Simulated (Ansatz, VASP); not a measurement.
## InAs in two plane-wave programs

One calculation is typed for both programs; each brings its own data sets. How far apart do they land? The cell is taken from a series of runs on this material, whose earlier steps may have relaxed, scaled, displaced or heated it; both programs get it as it stands.

Method: plane waves, with VASP 6.6.1 beside it; single point at r2SCAN and single point at r2SCAN, spin-orbit coupling, in Ansatz 0.2.0.

## (1) Starting point

It takes space group F-43m (No. 216, cubic). Conventional cell: a = 6.036 Å, b = 6.036 Å, c = 6.036 Å, α = 90.00°, β = 90.00°, γ = 90.00°. Nearest to In lie 4 As at 2.61 Å. As has 4 In at 2.61 Å nearest. Farther neighbours are not listed.

## (2) Ansatz: single point, r2SCAN, pair 1

Ansatz runs on its default PAW (the set named soft_2) files.

With cell and atoms fixed, the geometry can't cause a difference; cores, projectors, grids and the points listed under the comparison can.

The input, input.yaml:

```yaml
crystal:
  lattice:
    - [0.0, 3.018, 3.018]
    - [3.018, 0.0, 3.018]
    - [3.018, 3.018, 0.0]
  atoms:
    - { symbol: In, position: [0.0, 0.0, 0.0] }
    - { symbol: As, position: [0.75, 0.75, 0.75] }
kpoints:
  mp_grid: { grid: [6, 6, 6] }
hamiltonian:
  xc: r2scan
scf:
  occupations: { method: fixed }
  n_extra_bands: 30
output:
  wannier:
    kmesh: [12, 12, 12]
    projections:
      - { species: As, l: p, shell: 4 }
      - { species: In, l: s, shell: 5 }
      - { species: In, l: p, shell: 5 }
    minimise: false
    seedname: w
    disentanglement: { window: [1.59, 18.77], frozen_window: [1.59, 10.97] }
```

Run with:

```
> ansatz run input.yaml --threads 12 --pin off --max-ram 22118MiB --backend cpu --events-out ev --progress --plain --runs-dir out
```

Numbers of over 12 decimals in the logs are rounded to 6 here.

The program printed:

```text
scf.n_extra_bands = 30 over 14 filled bands (N_el = 28.0): the run solves 44 bands
Engine: ansatz 0.2.0, aarch64-unknown-linux-gnu
Pseudopotentials: kind: paw
Pseudopotential: In, paw, valence charge 13, recommended cutoff 500 eV (meta_gga), In.paw.azcp
Pseudopotential: As, paw, valence charge 15, recommended cutoff 500 eV (meta_gga), As.paw.azcp
Functional definition: r2SCAN
  parameter k0 = 0.174
  parameter k1 = 0.065
  parameter a1 = 4.9479
  exchange = r2scan_x(k0 = k0, k1 = k1, a1 = a1)
  correlation = r2scan_c
Crystal: 2 atoms, lattice volume = 54.978 Å³
Basis set: ecut = 500 eV, 1411 PW (Γ), exchange–correlation on 128×128×128 points (64 copies of the dense FFT grid, shifted against one another)
Bands: 44, of which v1, the nominal top of the filled ones, is band 14 counted from 1 (13 counted from 0)
Symmetry: 24 space group operations
Space group: F-43m (ITA 216), of the structure as read, at distance tolerance 3.8e-5 Å
k-points: 16 of 216 (time reversal used)
Non-local potential: In, projectors of the file, l = 0: 2, l = 1: 2, l = 2: 2, l = 3: 2
Non-local potential: As, projectors of the file, l = 0: 2, l = 1: 2, l = 2: 3, l = 3: 1
PAW form: soft (Blöchl's): semilocal exchange-correlation on the pseudo side does not see the compensation charge
PAW frozen core: In, regenerated for the run's functional (the file was generated under x = pbe(κ = 0.804, μ = 0.219515), c = pbe(β = 0.066725))
PAW frozen core: As, regenerated for the run's functional (the file was generated under x = pbe(κ = 0.804, μ = 0.219515), c = pbe(β = 0.066725))
PAW one-centre angular grid: In, 590 points (default); XC on 289 of its mesh's 2783 points in the sphere
PAW one-centre angular grid: As, 590 points (default); XC on 160 Gauss nodes
Initial density: superposition of atomic densities (neutral atoms: chi_scale 0, normalization atom), corrected by the library's trained network
Initial wavefunctions: pseudopotential atomic-orbital guess
Functional: x = r2scan, c = r2scan; τ floored in thin density (d = 2e-4 eV/Å³)
SCF iter   1: F=—  HF=-10477.140986 eV  |F-HF|=—  |Δ(HF+E_count)|=         —  Δρ=6.30e-3  dr2=1.22e-2  dr2_τ=8.68e-3  ethr=1.77e-3  ⟨swp⟩=4.5  Hψ=2481  notcnv=0  defer=444
preconditioner: auto → none  [insulator: Δε(μ)=0.234 eV  Ē_g=31.141 eV  n_scr=14 (ndim 8)  ℏωp=21.2 eV  f_vac=0.102  ε∞_Penn≈1.5]
SCF iter   2: F=—  HF=-10477.148857 eV  |F-HF|=—  |Δ(HF+E_count)|=   7.87e-3  Δρ=1.70e-3  dr2=1.20e-3  dr2_τ=8.10e-5  ethr=4.35e-5  ⟨swp⟩=2.2  Hψ=1081  notcnv=0  defer=444
SCF iter   3: F=—  HF=-10477.149222 eV  |F-HF|=—  |Δ(HF+E_count)|=   3.65e-4  Δρ=7.66e-4  dr2=1.83e-4  dr2_τ=3.89e-6  ethr=4.28e-6  ⟨swp⟩=2.5  Hψ=399  notcnv=0  defer=444
SCF iter   4: F=—  HF=-10477.149292 eV  |F-HF|=—  |Δ(HF+E_count)|=   6.96e-5  Δρ=6.59e-5  dr2=1.29e-6  dr2_τ=4.44e-8  ethr=6.52e-7  ⟨swp⟩=2.5  Hψ=452  notcnv=0  defer=441
SCF iter   5: F=—  HF=-10477.149291 eV  |F-HF|=—  |Δ(HF+E_count)|=   1.07e-7  Δρ=2.32e-5  dr2=2.85e-7  dr2_τ=7.48e-9  ethr=4.59e-9  ⟨swp⟩=2.0  Hψ=539  notcnv=0  defer=389
SCF iter   6: F=-10477.149291 eV  HF=-10477.149291 eV  |F-HF|=1.40e-9  |Δ(HF+E_count)|=   2.48e-8  Δρ=4.45e-6  dr2=1.36e-8  dr2_τ=3.09e-10  ethr=3.57e-10  ⟨swp⟩=10.3  Hψ=4843  notcnv=0
SCF 1 converged in 6 iterations: F = -10477.149291 eV  dr2 = 1.36e-8
  greatest PAW one-centre occupation: 0.999 electrons in one spin orbital (limit 2), on the As atom at site 1 (counted from 0), in its partial waves of l = 2
NSCF: frozen V_eff on 75 k-points
the Wannier pass solved 75 of the 1728 points of its mesh, and has the states at the others by symmetry: states obtained by the crystal's operations at points that were solved too leave a residual of 4.49e-13 eV (read by the count's bands and the next), within 5.56e-6 eV
SCF converged after 6 iterations
Free energy (F): -10477.149291 eV
Harris-Foulkes:  -10477.149291 eV  (|F-HF|=1.40e-9)
Internal energy: -10477.149291 eV  (E = F + TS)
E sigma→0 (E₀):  -10477.149291 eV
Fermi energy:    7.694943 eV
--- Per-component energies (eV) ---
  E_band       = -328.488428
  E_kinetic    = 347.112616
  E_local      = -3271.384744  (includes V_loc(G=0)·N_el)
  E_nonlocal   = -301.949041
  E_hartree    = 1585.760243
  E_xc         = -275.192970
  E_vxc        = -191.107241  (∫ρ·V_xc dr)
  E_paw        = -6033.204117  (= ΣΔE_a)
  E_vpaw       = -94.438288  (= ΣTr[D̂ρ^β])
  E_aug_tail   = 0.000002  (compensation charges beyond the density's cutoff)
  E_vtau       = 11.759110  (kinetic-family band-sum trace: ∫τ·v_τ [+ j·A + Jᵃ·Aᵃ] dr)
  E_ewald      = -2527.799418
  E_core_change = -0.491862  (= ΣΔE_core)
  E_smearing   = -0.000000  (= −TS)
  E_closure    = -0.000000  (closes the sum)
  Σ components = -10477.149291   (vs F -10477.149291, Δ=0.00e0)
--- Band table (eV; the first three rows and the last of 16) ---
  k-point 0: bands = [... 10 lower, -4.6364, 7.6949, 7.6949, 7.6949, 7.9734, 11.9747, 11.9747, 11.9747, ... 26 higher]
  k-point 1: bands = [... 10 lower, -4.3361, 5.2487, 7.3732, 7.3732, 9.3183, 12.4134, 12.4348, 12.4348, ... 26 higher]
  k-point 2: bands = [... 10 lower, -3.5912, 2.8795, 6.8763, 6.8763, 9.1897, 12.7998, 12.7998, 14.3221, ... 26 higher]
  k-point 15: bands = [... 10 lower, -2.4630, 1.8497, 4.7874, 4.8561, 11.0985, 11.4920, 14.6574, 15.1920, ... 26 higher]
```

## (3) VASP: single point, r2SCAN, pair 1

The same cell, functional and mesh now go to VASP, with its own data sets.

Lines of VASP's logs that name or quote its potential files are left out, and so is its time.

The input, INCAR:

```
SYSTEM = InAs
PREC = Accurate
ENCUT = 440
EDIFF = 1E-06
NELM = 120
ISMEAR = 0
SIGMA = 0.01
LREAL = .FALSE.
ALGO = Normal
METAGGA = R2SCAN
LASPH = .TRUE.
NBANDS = 15
LORBIT = 11
LWAVE = .FALSE.
LCHARG = .FALSE.
ISIF = 2
GGA_COMPAT = .FALSE.
EFERMI = MIDGAP
LMIXTAU = .TRUE.
KPAR = 2
```

The input, POSCAR:

```
InAs
1.0
    0.0000000000      3.0180000000      3.0180000000
    3.0180000000      0.0000000000      3.0180000000
    3.0180000000      3.0180000000      0.0000000000
In As
1 1
Direct
    0.0000000000      0.0000000000      0.0000000000
    0.7500000000      0.7500000000      0.7500000000
```

The input, KPOINTS:

```
Automatic mesh
0
Gamma
6 6 6
0 0 0
```

Potentials, in the order of the species: In_d and As (PBE family, release 64).

Run with:

```
> mpirun -np 2 vasp_std
```

The program printed:

```text
[banner, memory and clock lines left out]
running    2 mpi-ranks, on    1 nodes
 distrk:  each k-point on    1 cores,    2 groups
 distr:  one band on    1 cores,    1 groups

 POSCAR found type information on POSCAR InAs
 POSCAR found :  2 types and       2 ions
|                                                                             |
|               ----> ADVICE to this user running VASP <----                  |
|                                                                             |
|     You enforced a specific xc type in the INCAR file but a different       |
|     [... a line on the potential file left out ...]
|     I HOPE YOU KNOW WHAT YOU ARE DOING!                                     |
|                                                                             |

 LDA part: xc-table for (None), standard interpolation
 POSCAR, INCAR and KPOINTS ok, starting setup
 FFT: planning ... GRIDC
 FFT: planning ... GRID_SOFT
 FFT: planning ... GRID
 WAVECAR not read
 entering main loop
       N       E                     dE             d eps       ncg     rms          rms(c)
DAV:   1     0.801039572997E+02    0.80104E+02   -0.79594E+03   480   0.119E+03
DAV:   2    -0.338642152876E+02   -0.11397E+03   -0.10976E+03   515   0.292E+02
DAV:   3    -0.412061899888E+02   -0.73420E+01   -0.73137E+01   627   0.779E+01
DAV:   4    -0.414131661142E+02   -0.20698E+00   -0.20693E+00   636   0.143E+01
DAV:   5    -0.414218681631E+02   -0.87020E-02   -0.87020E-02   704   0.221E+00    0.630E+00
DAV:   6    -0.379970479991E+02    0.34248E+01   -0.19911E+00   550   0.325E+01    0.319E+00
DAV:   7    -0.380073348914E+02   -0.10287E-01   -0.61333E-01   501   0.108E+01    0.161E+00
DAV:   8    -0.379680224948E+02    0.39312E-01   -0.35504E-01   480   0.709E+00    0.108E+00
DAV:   9    -0.379874884728E+02   -0.19466E-01   -0.20302E-02   578   0.152E+00    0.809E-01
DAV:  10    -0.379960518105E+02   -0.85633E-02   -0.23159E-01   480   0.480E+00    0.632E-01
DAV:  11    -0.380248540545E+02   -0.28802E-01   -0.61782E-02   480   0.253E+00    0.247E-01
DAV:  12    -0.380286634192E+02   -0.38094E-02   -0.11596E-02   480   0.105E+00    0.207E-01
DAV:  13    -0.380272345016E+02    0.14289E-02   -0.17932E-03   480   0.503E-01    0.491E-02
DAV:  14    -0.380302326042E+02   -0.29981E-02   -0.20150E-03   480   0.438E-01    0.352E-02
DAV:  15    -0.380302444332E+02   -0.11829E-04   -0.19643E-04   634   0.153E-01    0.290E-02
DAV:  16    -0.380302848805E+02   -0.40447E-04   -0.18967E-05   522   0.406E-02    0.233E-02
DAV:  17    -0.380303038204E+02   -0.18940E-04   -0.25470E-05   522   0.484E-02    0.188E-02
DAV:  18    -0.380303029747E+02    0.84565E-06   -0.21773E-06   633   0.104E-02
   1 F= -.38030303E+02 E0= -.38030303E+02  d E =-.127162E-87
```

Parts of OUTCAR (step 3):

```text
ion  position               nearest neighbor table
   1  0.000  0.000  0.000-   2 2.61   2 2.61   2 2.61   2 2.61
   2  0.750  0.750  0.750-   1 2.61   1 2.61   1 2.61   1 2.61

  LATTYP: Found a face centered cubic cell.
 ALAT       =     6.0360000000

 Subroutine GETGRP returns: Found 24 space group operations
 (whereof 24 operations were pure point group operations)

The static configuration has the point symmetry T_d .

 Found     16 irreducible k-points:

   k-points           NKPTS =     16   k-points in BZ     NKDIM =     16   number of bands    NBANDS=     15

   dimension x,y,z NGX =    30 NGY =   30 NGZ =   30
   dimension x,y,z NGXF=    60 NGYF=   60 NGZF=   60

   ENCUT  =  440.0 eV  32.34 Ry    5.69 a.u.   7.30  7.30  7.30*2*pi/ulx,y,z

   NELECT =      18.0000    total number of electrons

 k-points in reciprocal lattice and weights: Automatic mesh
   0.00000000  0.00000000  0.00000000       0.005
   0.16666667  0.00000000  0.00000000       0.037
   0.33333333  0.00000000  0.00000000       0.037
   0.50000000  0.00000000  0.00000000       0.019
   0.16666667  0.16666667  0.00000000       0.028
   0.33333333  0.16666667  0.00000000       0.111
   0.50000000  0.16666667  0.00000000       0.111
  -0.33333333  0.16666667  0.00000000       0.111
  -0.16666667  0.16666667  0.00000000       0.056
[...]
-0.33333333  0.33333333  0.16666667       0.111
  -0.33333333  0.50000000  0.16666667       0.056

 average (electrostatic) potential at core
       1-102.1562       2 -54.0804

 E-fermi :   4.4742

 k-point     1 :       0.0000    0.0000    0.0000
  band No.  band energies     occupation
    ...
      5     -10.3838      2.00000
      6      -8.0013      2.00000
      7       4.3352      2.00000
      8       4.3352      2.00000
      9       4.3352      2.00000
     10       4.6132      0.00000
     11       8.6064      0.00000
     12       8.6064      0.00000
     13       8.6064      0.00000
     14      12.4276      0.00000
    ...

 k-point     2 :       0.1667    0.0000    0.0000
  band No.  band energies     occupation
    ...
      5     -10.3837      2.00000
      6      -7.7001      2.00000
      7       1.8867      2.00000
      8       4.0128      2.00000
      9       4.0128      2.00000
     10       5.9580      0.00000
     11       9.0464      0.00000
     12       9.0663      0.00000
     13       9.0663      0.00000
     14      13.4243      0.00000
    ...

 k-point     3 :       0.3333    0.0000    0.0000
  band No.  band energies     occupation
    ...
      5     -10.3799      2.00000
      6      -6.9533      2.00000
      7      -0.4847      2.00000
      8       3.5151      2.00000
      9       3.5151      2.00000
     10       5.8276      0.00000
     11       9.4310      0.00000
     12       9.4310      0.00000
     13      10.9580      0.00000
     14      13.0412      0.00000
    ...

  Total        0.7869087      0.7869087      0.7869087      0.0000000      0.0000000      0.0000000
  in kB       22.9322807     22.9322807     22.9322807      0.0000000      0.0000000      0.0000000
  external PRESSURE =      22.9322807 kB  Pullay stress =       0.0000000 kB

  energy-cutoff  :      440.00
  volume of cell :       54.98
      direct lattice vectors                 reciprocal lattice vectors
     0.000000000  3.018000000  3.018000000    -0.165672631  0.165672631  0.165672631
     3.018000000  0.000000000  3.018000000     0.165672631 -0.165672631  0.165672631
     3.018000000  3.018000000  0.000000000     0.165672631  0.165672631 -0.165672631

 POSITION                                       TOTAL-FORCE (eV/Angst)
 -----------------------------------------------------------------------------------
      0.00000      0.00000      0.00000        -0.000000     -0.000000      0.000000
      4.52700      4.52700      4.52700         0.000000      0.000000     -0.000000
 -----------------------------------------------------------------------------------
    total drift:                                0.000000      0.000000      0.000000

  FREE ENERGIE OF THE ION-ELECTRON SYSTEM (eV)
  ---------------------------------------------------
  free  energy   TOTEN  =       -38.0303029747 eV

  energy  without entropy=      -38.0303029747  energy(sigma->0) =      -38.03030297

 total charge
# of ion       s       p       d       tot
------------------------------------------
    1        0.831   0.771   9.893  11.495
    2        1.209   1.629   0.023   2.860
--------------------------------------------------
tot          2.041   2.399   9.916  14.356

[... 3 further parts left out ...]
```

The run ends at a pressure of 2.29 GPa.

## (4) Comparison

Known differences besides the potentials themselves: VASP keeps PBE cores, Ansatz makes them for the functional; fixed occupations in Ansatz, narrow Gaussian smearing in VASP; the data sets hold 28 valence electrons in Ansatz (on its default PAW (the set named soft_2) files) and 18 in VASP; the cutoff is 500 eV in Ansatz and 440 eV in VASP. Total energies have different zeros and are not compared.

Compared:

```
              quantity  Ansatz   VASP  difference
gap on the k mesh (eV)   0.278  0.278       0.000
```

A gap on the mesh is an upper bound, since the band edges may lie between its points.

## (5) Ansatz: single point, r2SCAN, pair 2

With cell and atoms fixed, the geometry can't cause a difference; cores, projectors, grids and the points listed under the comparison can.

The cell is taken from a series of runs on this material, whose earlier steps may have relaxed, scaled, displaced or heated it; both programs get it as it stands.

input.yaml, the sections that differ from step 2:

```yaml
kpoints:
  mp_grid: { grid: [6, 6, 6] }
  band_path:
    path:
      - [[0.0, 0.0, 0.0], [-0.5, -0.5, 0.0], [-0.375, -0.375, 0.25]]
      - [[-0.375, 0.0, 0.375], [0.0, 0.0, 0.0], [0.0, 0.0, 0.5], [-0.5, -0.25, 0.25], [-0.5, -0.5, 0.0]]
    npoints: 10
scf:
  occupations: { method: fermi_dirac, width: 0.02 }
  n_extra_bands: 30
output:
  eigenvalues: true
  fatbands: true
  write_density: true
  write_potential: true
  elf: true
  volumetric_format: npy
# crystal, hamiltonian: as in step 2
```

Run with:

```
> ansatz run input.yaml --threads 12 --pin off --max-ram 22118MiB --backend cpu --events-out ev --progress --plain --runs-dir out
```

The program printed:

```text
[...]
Crystal: 2 atoms, lattice volume = 54.978 Å³
Basis set: ecut = 500 eV, 1411 PW (Γ), exchange–correlation on 128×128×128 points (64 copies of the dense FFT grid, shifted against one another)
Bands: 44, of which v1, the nominal top of the filled ones, is band 14 counted from 1 (13 counted from 0)
Symmetry: 24 space group operations
[...]
k-points: 16 of 216 (time reversal used)
[...]
--- Band table (eV; the first three rows and the last of 16) ---
  k-point 0: bands = [... 10 lower, -4.6363, 7.6950, 7.6950, 7.6950, 7.9733, 11.9747, 11.9747, 11.9747, ... 26 higher]
  k-point 1: bands = [... 10 lower, -4.3360, 5.2487, 7.3733, 7.3733, 9.3183, 12.4134, 12.4348, 12.4348, ... 26 higher]
  k-point 2: bands = [... 10 lower, -3.5911, 2.8795, 6.8763, 6.8763, 9.1897, 12.7998, 12.7998, 14.3221, ... 26 higher]
  k-point 15: bands = [... 10 lower, -2.4629, 1.8497, 4.7874, 4.8561, 11.0985, 11.4920, 14.6574, 15.1920, ... 26 higher]
[key lines of the parts left out:]
SCF converged after 6 iterations
Free energy (F): -10477.149292 eV
Fermi energy:    7.845167 eV
```

## (6) VASP: single point, r2SCAN, pair 2

The same cell, functional, mesh and smearing now go to VASP, with its own data sets.

Edit INCAR of step 3 so:

```diff
@@ -5,4 +5,4 @@
 NELM = 120
-ISMEAR = 0
-SIGMA = 0.01
+ISMEAR = -1
+SIGMA = 0.02
 LREAL = .FALSE.
```

POSCAR is that of step 3.

KPOINTS is that of step 3.

Run with:

```
> mpirun -np 2 vasp_std
```

The program printed:

```text
[banner, memory and clock lines left out]
running    2 mpi-ranks, on    1 nodes
[...]
[... a notice as in an earlier step ...]

 LDA part: xc-table for (None), standard interpolation
 POSCAR, INCAR and KPOINTS ok, starting setup
[...]
entering main loop
       N       E                     dE             d eps       ncg     rms          rms(c)
DAV:   1     0.801035069283E+02    0.80104E+02   -0.79594E+03   480   0.119E+03
DAV:   2    -0.338642153196E+02   -0.11397E+03   -0.10976E+03   515   0.292E+02
DAV:   3    -0.412062018107E+02   -0.73420E+01   -0.73137E+01   627   0.779E+01
DAV:   4    -0.414131764181E+02   -0.20697E+00   -0.20692E+00   636   0.143E+01
[...]
DAV:  16    -0.380302873265E+02   -0.34748E-04   -0.18660E-05   522   0.408E-02    0.230E-02
DAV:  17    -0.380303013209E+02   -0.13994E-04   -0.28984E-05   522   0.518E-02    0.183E-02
DAV:  18    -0.380303003246E+02    0.99624E-06   -0.41743E-06   641   0.147E-02
   1 F= -.38030300E+02 E0= -.38030298E+02  d E =-.493313E-05
```

OUTCAR, selected parts (step 6):

```text
  Total        0.7941141      0.7941141      0.7941141      0.0000000      0.0000000      0.0000000
  in kB       23.1422616     23.1422616     23.1422616      0.0000000      0.0000000      0.0000000
  external PRESSURE =      23.1422616 kB  Pullay stress =       0.0000000 kB

 POSITION                                       TOTAL-FORCE (eV/Angst)
 -----------------------------------------------------------------------------------
      0.00000      0.00000      0.00000         0.000000     -0.000000      0.000000
      4.52700      4.52700      4.52700        -0.000000      0.000000     -0.000000
 -----------------------------------------------------------------------------------
    total drift:                                0.000000      0.000000      0.000000

  FREE ENERGIE OF THE ION-ELECTRON SYSTEM (eV)
  ---------------------------------------------------
  free  energy   TOTEN  =       -38.0303003246 eV

  energy  without entropy=      -38.0302953915  energy(sigma->0) =      -38.03029786

[... 2 parts as in an earlier step ...]

[... 1 further part left out ...]
[key lines of the parts left out:]
E-fermi :   4.4853
```

The run ends at a pressure of 2.31 GPa.

## (7) Side by side

What differs besides the data sets and the points named for the pairs above, as far as they apply: the data sets hold 28 valence electrons in Ansatz (on its default PAW (the set named soft_2) files) and 18 in VASP. Total energies have different zeros and are not compared.

Both answers:

```
              quantity  Ansatz   VASP  difference
gap on the k mesh (eV)   0.278  0.278      +0.001
```

A gap on the mesh is an upper bound, since the band edges may lie between its points.

(Part 1 of 2 ends here.)

[Lines on the potential files, build, host, timing and source positions are cut from VASP's logs without a mark.]

[Logs are printed without paths, hosts, clocks, repeated set-up lines and the standing remarks that a program may print on its own settings, such as how far it seeks lower states.]

[Hosts, paths, dates, database ids (printed as entryN), source tags and the programs' standing remarks are cut or masked in the printed files.]
